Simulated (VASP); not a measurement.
# Ga₂In₂N₄ (ordered alloy cell): computed properties

Calculation: PBEsol GGA, VASP's PBE PAW potentials (set 64) (plane waves; VASP).

space group: P3m1 (156)
cell: a = b = 3.3546 Å, c = 10.9976 Å, α = β = 90.00°, γ = 120.00°
volume per atom: 13.40 Å³/atom
band gap (over mesh and band path): 0.21 eV
smallest direct gap (over mesh and band path): 0.21 eV
band-edge character: direct, Γ to Γ
density: 6.59 g/cm³

```cif
data_Ga2In2N4
_chemical_formula_sum 'In2 N4 Ga2'
_space_group_name_H-M_alt 'P3m1'
_space_group_IT_number 156
_space_group_name_Hall 'P 3 -2"'
_cell_length_a 3.35462
_cell_length_b 3.35462
_cell_length_c 10.99755
_cell_angle_alpha 90.000
_cell_angle_beta 90.000
_cell_angle_gamma 120.000
loop_
_atom_site_label
_atom_site_type_symbol
_atom_site_symmetry_multiplicity
_atom_site_Wyckoff_symbol
_atom_site_fract_x
_atom_site_fract_y
_atom_site_fract_z
_atom_site_occupancy
In1 In 1 a 0.00000 0.00000 0.26077 1
In2 In 1 c 0.66667 0.33333 0.99059 1
N1 N 1 a 0.00000 0.00000 0.45845 1
N2 N 1 c 0.66667 0.33333 0.18545 1
N3 N 1 a 0.00000 0.00000 0.91665 1
N4 N 1 c 0.66667 0.33333 0.68863 1
Ga1 Ga 1 a 0.00000 0.00000 0.74172 1
Ga2 Ga 1 c 0.66667 0.33333 0.51174 1
```

Unless said otherwise, spin-orbit coupling is left out, though it shifts the bands of the heavy elements here.

The structure was generated: Ga2In2N4 was put into an ordered model structure (P3m1), which need not be its known phase. It was relaxed first. Symmetry was kept, so distortions that lower it aren't found.
